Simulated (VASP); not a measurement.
An input for Quantum ESPRESSO's pw.x (written as the equivalent of a VASP run, and not itself run):

```
&CONTROL
  calculation = 'scf'
  pseudo_dir = './pseudo'
  outdir = './out'
  tprnfor = .true.
  tstress = .true.
/
&SYSTEM
  ibrav = 0
  nat = 4
  ntyp = 2
  ecutwfc = 68
  occupations = 'tetrahedra'
  input_dft = 'pbesol'
/
&ELECTRONS
  conv_thr = 7.3e-09
  electron_maxstep = 100
/
ATOMIC_SPECIES
  Hf 178.490 Hf.upf
  Ir 192.217 Ir.upf
CELL_PARAMETERS angstrom
     4.6272687    0.0000000   -0.0000000
     0.0000000    3.0294090    0.0000000
    -0.0000000    0.0000000    4.8582733
ATOMIC_POSITIONS crystal
  Hf   0.2500000  0.5000000  0.2703953
  Hf   0.7500000  0.5000000  0.7296047
  Ir   0.7500000  0.0000000  0.2088628
  Ir   0.2500000  0.0000000  0.7911372
K_POINTS automatic
  8 11 7 0 0 0
```

Problem. Translate this input to VASP (INCAR, KPOINTS, POSCAR, choice of POTCAR).

Solution. One answer among several that fit: 
### KPOINTS
```
Regular mesh
0
Gamma
 8 11 7
0 0 0
```

### POSCAR
```
HfIr
1
    4.6272687335     0.0000000000    -0.0000000000
    0.0000000000     3.0294089935     0.0000000000
   -0.0000000000     0.0000000000     4.8582732742
Hf Ir
2 2
Direct
  0.2500000000   0.5000000000   0.2703953117
  0.7500000000   0.5000000000   0.7296046883
  0.7500000000   0.0000000000   0.2088627599
  0.2500000000   0.0000000000   0.7911372401
```

INCAR:
```
SYSTEM = HfIr
PREC = Accurate
ENCUT = 400
EDIFF = 1E-7
NELM = 100
ALGO = Normal
LREAL = .FALSE.
LASPH = .TRUE.
ISMEAR = -5
GGA = PS
LMAXMIX = 6
LWAVE = .FALSE.
LCHARG = .TRUE.
LORBIT = 11
NEDOS = 601
ISIF = 2
LEFG = .TRUE.
```

POTCAR, in this order: Hf_pv Ir (PBE.64 set). Program: vasp_std.

What does not carry over: the potentials are each code's own (VASP's PAW set, PseudoDojo norm-conserving files in pw.x), so ENCUT and ecutwfc are chosen apart and not converted; conv_thr bounds pw.x's estimated SCF error, while EDIFF bounds the energy change between steps; the field gradients of LEFG aren't asked of the other code.

The structure comes from a computed database's HfIr entry (Pmma); how it stands against other phases isn't given here. It was relaxed first.
